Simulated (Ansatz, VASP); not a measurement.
# W2N: VASP beside Ansatz

Wanted: the spread between two codes on one cell, functional and k mesh. The cell is taken from a series of runs on this material, whose earlier steps may have relaxed, scaled, displaced or heated it; both programs get it as it stands.

Method: plane waves, with VASP 6.6.1 beside it; PBE, in Ansatz 0.2.0.

### Step 1. The structure

The cell holds 3 atoms: 1 N and 2 W. Its edges and angles: a = 2.780 Å, b = 2.885 Å, c = 29.624 Å, α = 90.0°, β = 90.0°, γ = 118.8°. Vacuum lies along c.

### Step 2. VASP: zone-centre phonons, PBE

Second derivatives magnify differences that forces hide, and they need a tight electronic threshold.

Lines of VASP's logs that name or quote its potential files are left out, and so is its time.

Input file INCAR:

```
SYSTEM = W2N
PREC = Accurate
ENCUT = 600
EDIFF = 1E-08
NELM = 120
ISMEAR = 1
SIGMA = 0.2
LREAL = .FALSE.
ALGO = Normal
GGA = PE
NBANDS = 14
LASPH = .TRUE.
LORBIT = 11
LWAVE = .FALSE.
LCHARG = .FALSE.
ISIF = 2
IBRION = 8
GGA_COMPAT = .FALSE.
NELMDL = -8
KPAR = 2
```

Input file POSCAR:

```
W2N
1.0
    2.7796736243      0.0000000000      0.0000000000
   -1.3898368121      2.5276313714      0.0000000000
    0.0000000000      0.0000000000     29.6237063742
N W
1 2
Direct
    0.0000000000      0.0000000000      0.3375674831
    0.3227949962      0.6455899925      0.3844807159
    0.6772050038      0.3544100075      0.2906542503
```

Input file KPOINTS:

```
Automatic mesh
0
Gamma
18 18 1
0 0 0
```

The projector-augmented-wave data sets are N and W (PBE family, release 64).

The run is started by

```console
$ mpirun -np 2 vasp_std
```

Numbers of over 12 decimals in the logs are rounded to 6 here.

The program printed:

```text
[banner, memory and clock lines left out]
running    2 mpi-ranks, on    1 nodes
 distrk:  each k-point on    1 cores,    2 groups
 distr:  one band on    1 cores,    1 groups

 POSCAR found type information on POSCAR N W
 POSCAR found :  2 types and       3 ions
 LDA part: xc-table for (Slater+PW92), standard interpolation
 POSCAR, INCAR and KPOINTS ok, starting setup
 FFT: planning ... GRIDC
 FFT: planning ... GRID_SOFT
 FFT: planning ... GRID
 WAVECAR not read
 entering main loop
       N       E                     dE             d eps       ncg     rms          rms(c)
DAV:   1     0.125898986520E+03    0.12590E+03   -0.58550E+03  2548   0.950E+02
DAV:   2    -0.175048283112E+02   -0.14340E+03   -0.13623E+03  4574   0.193E+02
DAV:   3    -0.344875468874E+02   -0.16983E+02   -0.16545E+02  3598   0.816E+01
DAV:   4    -0.350949712777E+02   -0.60742E+00   -0.59917E+00  3626   0.177E+01
DAV:   5    -0.351134636057E+02   -0.18492E-01   -0.18442E-01  3674   0.254E+00
DAV:   6    -0.351142196292E+02   -0.75602E-03   -0.75571E-03  3936   0.418E-01
DAV:   7    -0.351142287416E+02   -0.91124E-05   -0.91122E-05  3736   0.425E-02
DAV:   8    -0.351142289480E+02   -0.20639E-06   -0.20601E-06  3852   0.491E-03    0.322E+01
DAV:   9    -0.318634156292E+02    0.32508E+01   -0.15790E+01  3704   0.283E+01    0.124E+01
DAV:  10    -0.314925725946E+02    0.37084E+00   -0.25604E+00  3344   0.128E+01    0.727E+00
DAV:  11    -0.314003464047E+02    0.92226E-01   -0.48155E-01  3532   0.571E+00    0.103E+00
DAV:  12    -0.313905623036E+02    0.97841E-02   -0.51825E-02  3184   0.168E+00    0.610E-01
DAV:  13    -0.313898272808E+02    0.73502E-03   -0.49203E-03  3630   0.527E-01    0.876E-02
DAV:  14    -0.313897200821E+02    0.10720E-03   -0.29476E-04  3340   0.145E-01    0.308E-02
[...]
DAV:  21    -0.313897991920E+02   -0.64949E-05   -0.17891E-07  3122   0.180E-03    0.745E-04
DAV:  22    -0.313898044880E+02   -0.52961E-05   -0.23057E-07  2882   0.114E-03    0.150E-04
DAV:  23    -0.313898070722E+02   -0.25842E-05   -0.51709E-08  2576   0.510E-04    0.159E-04
DAV:  24    -0.313898085902E+02   -0.15179E-05   -0.40773E-08  2476   0.414E-04    0.237E-04
DAV:  25    -0.313898090882E+02   -0.49807E-06   -0.89313E-09  2262   0.246E-04    0.366E-05
DAV:  26    -0.313898092574E+02   -0.16912E-06   -0.24294E-09  2066   0.153E-04    0.614E-05
DAV:  27    -0.313898093025E+02   -0.45133E-07   -0.71325E-10  1640   0.101E-04    0.167E-05
DAV:  28    -0.313898093111E+02   -0.86250E-08   -0.12566E-10  1454   0.462E-05
   1 F= -.31389809E+02 E0= -.31390416E+02  d E =0.182083E-02
 Linear response reoptimize wavefunctions to high precision
DAV:   1    -0.313898093163E+02   -0.51900E-08   -0.55790E-11  2144   0.282E-05
DAV:   2    -0.313898093163E+02   -0.10914E-10    0.98960E-12  1442   0.110E-05
 Linear response DOF=           6
 Linear response progress:
  Degree of freedom:   1/  6
       N       E                     dE             d eps       ncg     rms          rms(c)
RMM:   1    -0.223443965094E+00   -0.22344E+00    0.21229E-01  5763   0.318E+00
RMM:   2    -0.225875016676E+00   -0.24311E-02   -0.99463E-03  4121   0.683E-01    0.255E-01
RMM:   3    -0.227082068427E+00   -0.12071E-02   -0.13617E-03  4284   0.208E-01    0.139E-01
RMM:   4    -0.228777633962E+00   -0.16956E-02   -0.55152E-04  3882   0.151E-01    0.261E-02
RMM:   5    -0.228744722118E+00    0.32912E-04   -0.39340E-05  4620   0.404E-02    0.478E-03
RMM:   6    -0.228694232085E+00    0.50490E-04   -0.26080E-06  4552   0.875E-03    0.101E-03
RMM:   7    -0.228681564971E+00    0.12667E-04   -0.99140E-08  4729   0.185E-03    0.429E-04
RMM:   8    -0.228681167980E+00    0.39699E-06   -0.13545E-07  4807   0.517E-04    0.108E-04
RMM:   9    -0.228681236165E+00   -0.68184E-07    0.32107E-08  4884   0.168E-04    0.405E-05
RMM:  10    -0.228681110003E+00    0.12616E-06   -0.43805E-10  4918   0.617E-05    0.121E-05
RMM:  11    -0.228681075632E+00    0.34372E-07   -0.72173E-09  4783   0.326E-05    0.474E-06
RMM:  12    -0.228681139512E+00   -0.63881E-07   -0.34163E-08  4688   0.214E-05    0.115E-06
RMM:  13    -0.228681140254E+00   -0.74142E-09   -0.61269E-09  4825   0.144E-05    0.750E-07
 first order change of Fermi-energy  -0.88031E-02
 force on displaced ion       1 direction 1 :  -1.976   0.000   0.000
 Linear response progress:
  Degree of freedom:   2/  6
       N       E                     dE             d eps       ncg     rms          rms(c)
RMM:   1    -0.225623746718E+00   -0.22562E+00    0.22173E-01  5882   0.323E+00
RMM:   2    -0.226765412894E+00   -0.11417E-02   -0.10363E-02  4109   0.727E-01    0.274E-01
RMM:   3    -0.227933986188E+00   -0.11686E-02   -0.15439E-03  4308   0.221E-01    0.152E-01
RMM:   4    -0.230041071583E+00   -0.21071E-02   -0.96174E-04  4183   0.182E-01    0.122E-01
RMM:   5    -0.229552989480E+00    0.48808E-03   -0.29644E-04  4282   0.945E-02    0.255E-02
RMM:   6    -0.229438880245E+00    0.11411E-03   -0.31610E-05  4400   0.289E-02    0.337E-03
RMM:   7    -0.229396121638E+00    0.42759E-04   -0.20785E-06  4648   0.705E-03    0.103E-03
RMM:   8    -0.229392090902E+00    0.40307E-05   -0.15955E-07  4695   0.167E-03    0.422E-04
RMM:   9    -0.229391842890E+00    0.24801E-06    0.79352E-08  4950   0.515E-04    0.128E-04
RMM:  10    -0.229392471236E+00   -0.62835E-06   -0.53330E-08  4765   0.225E-04    0.441E-05
[...]
RMM:  15    -0.229392260062E+00   -0.61184E-08   -0.49690E-08  4725   0.395E-05    0.295E-06
 first order change of Fermi-energy   0.74031E-02
 force on displaced ion       1 direction 2 :  -0.000  -5.525  -0.222
 Linear response progress:
  Degree of freedom:   3/  6
       N       E                     dE             d eps       ncg     rms          rms(c)
RMM:   1    -0.268421749900E+00   -0.26842E+00    0.30651E-01  5702   0.337E+00
RMM:   2    -0.270727633889E+00   -0.23059E-02   -0.89911E-03  4211   0.721E-01    0.642E-01
RMM:   3    -0.271600999930E+00   -0.87337E-03   -0.17429E-03  4288   0.250E-01    0.410E-01
RMM:   4    -0.280184854903E+00   -0.85839E-02   -0.58063E-03  5106   0.317E-01    0.376E-01
RMM:   5    -0.273213749539E+00    0.69711E-02   -0.39205E-03  4873   0.278E-01    0.290E-02
RMM:   6    -0.272922941838E+00    0.29081E-03   -0.13509E-04  4284   0.633E-02    0.758E-03
RMM:   7    -0.272892454182E+00    0.30488E-04   -0.13271E-05  4759   0.146E-02    0.278E-03
RMM:   8    -0.272870290333E+00    0.22164E-04   -0.68548E-07  4654   0.337E-03    0.126E-03
RMM:   9    -0.272868455271E+00    0.18351E-05   -0.91243E-08  4956   0.106E-03    0.225E-04
RMM:  10    -0.272868785322E+00   -0.33005E-06    0.36186E-08  4685   0.382E-04    0.900E-05
RMM:  11    -0.272868893810E+00   -0.10849E-06    0.16831E-07  4638   0.222E-04    0.700E-05
RMM:  12    -0.272868979407E+00   -0.85597E-07    0.10538E-07  4527   0.266E-04    0.346E-05
RMM:  13    -0.272868922686E+00    0.56721E-07   -0.11589E-07  4720   0.128E-04    0.181E-05
RMM:  14    -0.272868851052E+00    0.71633E-07   -0.24101E-08  4630   0.802E-05    0.115E-05
RMM:  15    -0.272868847604E+00    0.34482E-08   -0.18001E-08  4674   0.792E-05    0.622E-06
 first order change of Fermi-energy  -0.48749E-02
 force on displaced ion       1 direction 3 :  -0.000  -0.222 -18.692
 Linear response progress:
  Degree of freedom:   4/  6
       N       E                     dE             d eps       ncg     rms          rms(c)
RMM:   1    -0.110490464805E+00   -0.11049E+00   -0.10032E-01  7734   0.202E+00
RMM:   2    -0.107720236462E+00    0.27702E-02   -0.45711E-03  7079   0.433E-01    0.201E-01
RMM:   3    -0.106639955623E+00    0.10803E-02   -0.70133E-04  7515   0.137E-01    0.119E-01
RMM:   4    -0.106033509858E+00    0.60645E-03   -0.67049E-04  7411   0.155E-01    0.186E-02
RMM:   5    -0.106050101389E+00   -0.16592E-04   -0.42657E-05  8454   0.221E-02    0.332E-03
RMM:   6    -0.106052127934E+00   -0.20265E-05   -0.24804E-06  8443   0.577E-03    0.316E-03
RMM:   7    -0.106051808326E+00    0.31961E-06   -0.44950E-07  8269   0.271E-03    0.966E-04
RMM:   8    -0.106051018535E+00    0.78979E-06    0.15353E-07  8522   0.120E-03    0.220E-04
RMM:   9    -0.106050603507E+00    0.41503E-06   -0.54080E-08  9052   0.353E-04    0.845E-05
RMM:  10    -0.106050443695E+00    0.15981E-06   -0.97963E-08  8693   0.146E-04    0.242E-05
RMM:  11    -0.106050432602E+00    0.11093E-07   -0.48676E-08  9161   0.649E-05    0.701E-06
RMM:  12    -0.106050442154E+00   -0.95521E-08    0.13125E-09  8863   0.336E-05    0.265E-06
 first order change of Fermi-energy   0.36469E-02
 force on displaced ion       2 direction 1 :  -3.387   0.007  -0.026
 Linear response progress:
  Degree of freedom:   5/  6
       N       E                     dE             d eps       ncg     rms          rms(c)
RMM:   1    -0.110132175493E+00   -0.11013E+00   -0.98297E-02  4351   0.200E+00
RMM:   2    -0.107610475329E+00    0.25217E-02   -0.46702E-03  3916   0.439E-01    0.205E-01
RMM:   3    -0.106705282386E+00    0.90519E-03   -0.68540E-04  4263   0.131E-01    0.122E-01
RMM:   4    -0.106260603652E+00    0.44468E-03   -0.59867E-04  4207   0.146E-01    0.442E-02
RMM:   5    -0.106184770757E+00    0.75833E-04   -0.69211E-05  4450   0.395E-02    0.171E-02
RMM:   6    -0.106197324504E+00   -0.12554E-04   -0.78094E-06  4420   0.136E-02    0.294E-03
RMM:   7    -0.106200316129E+00   -0.29916E-05   -0.97166E-07  4810   0.427E-03    0.810E-04
RMM:   8    -0.106200192691E+00    0.12344E-06   -0.73770E-08  4731   0.106E-03    0.475E-04
RMM:   9    -0.106199298082E+00    0.89461E-06   -0.41449E-08  4673   0.586E-04    0.777E-05
RMM:  10    -0.106199136629E+00    0.16145E-06   -0.31376E-08  4922   0.183E-04    0.368E-05
RMM:  11    -0.106199069467E+00    0.67162E-07   -0.47904E-08  4748   0.854E-05    0.155E-05
RMM:  12    -0.106199070443E+00   -0.97643E-09   -0.39608E-08  4779   0.527E-05    0.100E-05
 first order change of Fermi-energy   0.52902E-01
 force on displaced ion       2 direction 2 :  -0.000  -3.419   0.229
 Linear response progress:
  Degree of freedom:   6/  6
       N       E                     dE             d eps       ncg     rms          rms(c)
RMM:   1    -0.159534166564E+00   -0.15953E+00   -0.96076E-02  4377   0.198E+00
RMM:   2    -0.156326076122E+00    0.32081E-02   -0.55601E-03  3945   0.489E-01    0.521E-01
RMM:   3    -0.156289122900E+00    0.36953E-04   -0.55509E-04  4526   0.121E-01    0.311E-01
RMM:   4    -0.157207993859E+00   -0.91887E-03   -0.89131E-04  4722   0.154E-01    0.142E-01
RMM:   5    -0.156409948182E+00    0.79805E-03   -0.45795E-04  4532   0.103E-01    0.278E-02
RMM:   6    -0.156394282052E+00    0.15666E-04   -0.22997E-05  4342   0.265E-02    0.803E-03
RMM:   7    -0.156366429949E+00    0.27852E-04   -0.41331E-06  4580   0.119E-02    0.165E-03
RMM:   8    -0.156364377318E+00    0.20526E-05   -0.32583E-07  4776   0.291E-03    0.745E-04
RMM:   9    -0.156362373618E+00    0.20037E-05    0.13086E-07  4613   0.953E-04    0.223E-04
RMM:  10    -0.156361191931E+00    0.11817E-05    0.89218E-08  4901   0.346E-04    0.653E-05
RMM:  11    -0.156360703468E+00    0.48846E-06   -0.39164E-08  4586   0.196E-04    0.235E-05
RMM:  12    -0.156360739044E+00   -0.35577E-07   -0.45084E-08  4899   0.849E-05    0.153E-05
RMM:  13    -0.156360708521E+00    0.30523E-07   -0.15652E-08  4588   0.828E-05    0.145E-05
RMM:  14    -0.156360687457E+00    0.21065E-07    0.33527E-08  4696   0.817E-05    0.459E-06
RMM:  15    -0.156360668665E+00    0.18791E-07   -0.59026E-09  4628   0.410E-05    0.305E-06
RMM:  16    -0.156360682201E+00   -0.13536E-07   -0.18915E-08  4663   0.275E-05    0.156E-06
RMM:  17    -0.156360695688E+00   -0.13487E-07   -0.50742E-09  4383   0.224E-05    0.860E-07
RMM:  18    -0.156360702164E+00   -0.64755E-08   -0.11229E-09  4122   0.198E-05    0.453E-07
 first order change of Fermi-energy  -0.60388E+00
 force on displaced ion       2 direction 3 :   0.000   0.275 -11.484
 Linear response finished
```

Parts of OUTCAR (step 2):

```text
ion  position               nearest neighbor table
   1  0.000  0.000  0.338-   2 2.14   3 2.14   2 2.16   3 2.16   2 2.16   3 2.16
   2  0.323  0.646  0.384-   1 2.14   1 2.16   1 2.16   3 3.19   3 3.19   3 3.31
   3  0.677  0.354  0.291-   1 2.14   1 2.16   1 2.16   2 3.19   2 3.19   2 3.31

  LATTYP: Found a base centered orthorhombic cell.
 ALAT       =     2.7796736243
 B/A-ratio  =     1.8186533479
 C/A-ratio  =    10.6572606637

 Subroutine GETGRP returns: Found  4 space group operations
 (whereof  2 operations were pure point group operations)

The static configuration has the point symmetry C_1h.
 The point group associated with its full space group is C_2h.

 Found     91 irreducible k-points:

   k-points           NKPTS =     91   k-points in BZ     NKDIM =     91   number of bands    NBANDS=     14

   dimension x,y,z NGX =    24 NGY =   24 NGZ =  240
   dimension x,y,z NGXF=    48 NGYF=   48 NGZF=  480

   ENCUT  =  600.0 eV  44.10 Ry    6.64 a.u.   5.55  5.76 59.17*2*pi/ulx,y,z

   NELECT =      17.0000    total number of electrons

 k-points in reciprocal lattice and weights: Automatic mesh
   0.00000000  0.00000000  0.00000000       0.003
   0.05555556  0.00000000  0.00000000       0.012
   0.11111111  0.00000000  0.00000000       0.012
   0.16666667  0.00000000  0.00000000       0.012
   0.22222222  0.00000000  0.00000000       0.012
   0.27777778  0.00000000  0.00000000       0.012
   0.33333333  0.00000000  0.00000000       0.012
   0.38888889  0.00000000  0.00000000       0.012
   0.44444444  0.00000000  0.00000000       0.012
[...]
0.11111111  0.44444444  0.00000000       0.006
   0.00000000  0.50000000  0.00000000       0.003

 average (electrostatic) potential at core
       1 -73.6394       2 -49.1987       3 -49.1987

  Total       -2.4137117     -3.5281195     -0.1384999     -0.0000000      0.0020236      0.0000000
  in kB      -18.5801427    -27.1585719     -1.0661370     -0.0000000      0.0155769      0.0000000
  external PRESSURE =     -15.6016172 kB  Pullay stress =       0.0000000 kB

  energy-cutoff  :      600.00
  volume of cell :      208.14
      direct lattice vectors                 reciprocal lattice vectors
     2.779673624  0.000000000  0.000000000     0.359754466  0.197813655  0.000000000
    -1.389836812  2.527631371  0.000000000     0.000000000  0.395627310  0.000000000
     0.000000000  0.000000000 29.623706374     0.000000000  0.000000000  0.033756748

 POSITION                                       TOTAL-FORCE (eV/Angst)
 -----------------------------------------------------------------------------------
      0.00000      0.00000     10.00000         0.000000      0.000000      0.000000
     -0.00000      1.63181     11.38974         0.000000      0.000608     -0.037224
      1.38984      0.89582      8.61026        -0.000000     -0.000608      0.037224
 -----------------------------------------------------------------------------------
    total drift:                                0.000000     -0.000000     -0.000003

 Eigenvectors and eigenvalues of the dynamical matrix
 ----------------------------------------------------

   1 f  =   18.405807 THz   115.647093 2PiTHz  613.951620 cm-1    76.120265 meV
             X         Y         Z           dx          dy          dz
      0.000000  0.000000 10.000000     0.000000    0.016610    0.981347
     -0.000000  1.631814 11.389744    -0.000000   -0.002668   -0.135404
      1.389837  0.895818  8.610256    -0.000000   -0.002668   -0.135404

   2 f  =   10.000947 THz    62.837801 2PiTHz  333.595674 cm-1    41.360574 meV
             X         Y         Z           dx          dy          dz
      0.000000  0.000000 10.000000     0.000000    0.981458   -0.016748
     -0.000000  1.631814 11.389744    -0.000000   -0.135001    0.002165
      1.389837  0.895818  8.610256    -0.000000   -0.135001    0.002165

   3 f  =    5.984624 THz    37.602504 2PiTHz  199.625580 cm-1    24.750406 meV
             X         Y         Z           dx          dy          dz
      0.000000  0.000000 10.000000     0.981461   -0.000000    0.000000
     -0.000000  1.631814 11.389744    -0.135527    0.000000   -0.000000
      1.389837  0.895818  8.610256    -0.135527    0.000000   -0.000000

   4 f  =    4.262182 THz    26.780080 2PiTHz  142.171091 cm-1    17.626961 meV
             X         Y         Z           dx          dy          dz
      0.000000  0.000000 10.000000     0.000000    0.000000    0.000000
     -0.000000  1.631814 11.389744    -0.000000   -0.047509    0.705509
      1.389837  0.895818  8.610256     0.000000    0.047509   -0.705509

   5 f  =    2.772981 THz    17.423152 2PiTHz   92.496680 cm-1    11.468122 meV
             X         Y         Z           dx          dy          dz
      0.000000  0.000000 10.000000     0.000000   -0.000000   -0.000000
     -0.000000  1.631814 11.389744     0.707107    0.000000    0.000000
      1.389837  0.895818  8.610256    -0.707107   -0.000000   -0.000000

   6 f  =    2.320171 THz    14.578066 2PiTHz   77.392584 cm-1     9.595453 meV
             X         Y         Z           dx          dy          dz
      0.000000  0.000000 10.000000    -0.000000   -0.000000   -0.000000
     -0.000000  1.631814 11.389744    -0.000000    0.705509    0.047509
      1.389837  0.895818  8.610256     0.000000   -0.705509   -0.047509

   7 f/i=    0.000870 THz     0.005465 2PiTHz    0.029014 cm-1     0.003597 meV
             X         Y         Z           dx          dy          dz
      0.000000  0.000000 10.000000     0.191664    0.000000    0.000000
     -0.000000  1.631814 11.389744     0.693997    0.000000    0.000000
      1.389837  0.895818  8.610256     0.693997    0.000000    0.000000

   8 f/i=    0.001689 THz     0.010611 2PiTHz    0.056330 cm-1     0.006984 meV
             X         Y         Z           dx          dy          dz
      0.000000  0.000000 10.000000     0.000000   -0.019315   -0.190605
     -0.000000  1.631814 11.389744     0.000000   -0.069462   -0.690524
      1.389837  0.895818  8.610256     0.000000   -0.069462   -0.690524

   9 f/i=    0.011315 THz     0.071097 2PiTHz    0.377444 cm-1     0.046797 meV
             X         Y         Z           dx          dy          dz
      0.000000  0.000000 10.000000    -0.000000   -0.189977    0.018653
     -0.000000  1.631814 11.389744    -0.000000   -0.690610    0.069553
      1.389837  0.895818  8.610256    -0.000000   -0.690610    0.069553

 ELASTIC MODULI CONTR FROM IONIC RELAXATION (kBar)
 Direction    XX          YY          ZZ          XY          YZ          ZX
 --------------------------------------------------------------------------------
 XX        -296.9246   -268.5878   -326.1294     -0.0000     37.4184      0.0000
 YY        -268.5878   -519.8239   -411.9586     -0.0000    -17.0807     -0.0000
 ZZ        -326.1294   -411.9586   -407.6094     -0.0000     19.5860      0.0000
 XY          -0.0000     -0.0000     -0.0000     -2.6538     -0.0000     16.4313
 YZ          37.4184    -17.0807     19.5860     -0.0000    -14.0833     -0.0000
 ZX           0.0000     -0.0000      0.0000     16.4313     -0.0000   -101.7356
 --------------------------------------------------------------------------------
```

This run has no spin polarisation, so a moment on W, if there is one, isn't seen. Its electron count is odd, so without a moment it is a metal by construction.

[end of part 1 of 2]

[Lines on the potential files, build, host, timing and source positions are cut from VASP's logs without a mark.]

[Logs are printed without paths, hosts, clocks, repeated set-up lines and the standing remarks that a program may print on its own settings, such as how far it seeks lower states.]

[Hosts, paths, dates, database ids (printed as entryN), source tags and the programs' standing remarks are cut or masked in the printed files.]
